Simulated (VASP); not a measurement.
All values below come from PBE GGA, VASP's PBE PAW potentials (set 64) (plane waves; VASP).

VASP ran on this input.

**INCAR**
```
ALGO  =  Normal
EDIFF  =  1E-6
ENCUT  =  400
GGA  =  PE
ISIF  =  2
ISMEAR  =  0
LASPH  =  T
LCHARG  =  F
LMAXMIX  =  4
LREAL  =  F
LWAVE  =  F
NELM  =  100
PREC  =  Accurate
SIGMA  =  0.2
SYSTEM  =  AlV2C
```

POSCAR:
```
AlV2C
1.0
  2.8916430000   0.0000000000   0.0000000000
 -1.4458210000   2.5042360000   0.0000000000
  0.0000000000   0.0000000000  13.1231670000
Al V C
2 4 2
Cart
 -0.0000011125   1.6694915014   3.2807917500
  1.4458231125   0.8347444986   9.8423752500
 -0.0000011125   1.6694915014   7.6951626655
  1.4458231125   0.8347444986   5.4280043345
  1.4458231125   0.8347444986   1.1335791655
 -0.0000011125   1.6694915014  11.9895878345
  0.0000000000   0.0000000000   0.0000000000
  0.0000000000   0.0000000000   6.5615835000
```

### KPOINTS
```
Automatic mesh
0
Gamma
11 11 2
0 0 0
```

POTCAR, in this order: Al V_sv C (PBE.64 set). Program: vasp_std.

Q: Estimate the energy per atom (σ→0), largest force, band gap (on the k-mesh).

A: 
energy per atom (σ→0): -8.264 eV/atom
band gap (on the k-mesh): none (metal, semimetal or under 0.01 eV)
largest force: 0.211 eV/Å

### OSZICAR
```
...
DAV:   8    -0.661737353742E+02    0.54649E+00   -0.39222E+00  2961   0.119E+01    0.272E+00
DAV:   9    -0.661581547153E+02    0.15581E-01   -0.26145E-01  3357   0.289E+00    0.651E-01
DAV:  10    -0.661549507968E+02    0.32039E-02   -0.41621E-02  3212   0.136E+00    0.210E-01
DAV:  11    -0.661548515852E+02    0.99212E-04   -0.12047E-03  3378   0.221E-01    0.428E-02
DAV:  12    -0.661548415142E+02    0.10071E-04   -0.15135E-04  3319   0.701E-02    0.125E-02
DAV:  13    -0.661548359544E+02    0.55598E-05   -0.23430E-05  2528   0.225E-02    0.371E-03
DAV:  14    -0.661548356584E+02    0.29602E-06   -0.18275E-06  2300   0.844E-03
   1 F= -.66154836E+02 E0= -.66113321E+02  d E =-.830299E-01
```

The structure comes from a computed database's AlV2C entry; how it stands against other phases isn't given here. The cell was not relaxed at this level. The run is not spin-polarised, so no magnetic state was tried.
